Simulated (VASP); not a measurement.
Here is the system:

```xyz
3
Lattice="0.0000 2.3045 2.3045 2.3045 0.0000 2.3045 2.3045 2.3045 0.0000" Properties=species:S:1:pos:R:3 pbc="T T T"
Li     1.1523     1.1523     1.1523
Li     3.4568     3.4568     3.4568
O      4.6090     4.6090     4.6090
```

Method: AM05 GGA, VASP's PBE PAW potentials (set 64) (plane waves; VASP 6.6.1). Run with 520 eV cut-off, Gaussian smearing of 0.050 eV, potentials Li_sv O.

Problem. Give the energies of bands 4 to 8 at the high-symmetry points, in eV from the valence-band maximum.

Solution. 
```
band      Γ      X      U      L      W
----  -----  -----  -----  -----  -----
4      0.00  -1.59  -2.04  -2.79  -1.86
5      0.00  -1.41  -1.51  -0.45  -1.49
6      0.00  -1.41  -1.10  -0.45  -1.49
7      5.33   4.91   6.50   9.18   7.11
8     11.86  13.52  11.63   9.90  10.42
```

The gap is indirect, 4.91 eV, from the valence maximum at Γ to the conduction minimum at X.

Measured: gap 8.00 eV (computed value off by -3.09 eV), as given by Das et al., (2018), arXiv:1807.05623.

The compound is Li2O in the antifluorite structure. It was relaxed first.
